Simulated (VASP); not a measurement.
Consider the following.

```
ZrO2
1.0
    0.00000     2.53373     2.53373
    2.53373     0.00000     2.53373
    2.53373     2.53373     0.00000
Zr O
1 2
Cartesian
  0.00000   0.00000   0.00000
  1.26686   1.26686   1.26686
  3.80059   3.80059   3.80059
```

The numbers are results of PBEsol GGA with spin-orbit coupling, VASP's PBE PAW potentials (set 64) (plane waves; VASP), not measurements. Numerical set-up: 520 eV cut-off, 7×7×7 Γ-centred mesh, Gaussian smearing of 0.050 eV, potentials Zr_sv O.

**Question.** Estimate the energy per atom (σ→0), band gap (over mesh and band path) with the smallest direct gap where there is one.

**Answer.** 
The band gap (over mesh and band path) is 3.31 eV and the smallest direct gap (over mesh and band path) is 3.75 eV. The energy per atom (σ→0) comes out as -964.6 kJ/mol-atom.

Only differences to runs with the same potentials and settings are physical.

The structure comes from a computed database's ZrO2 entry (Fm-3m); how it stands against other phases isn't given here. It was relaxed first.
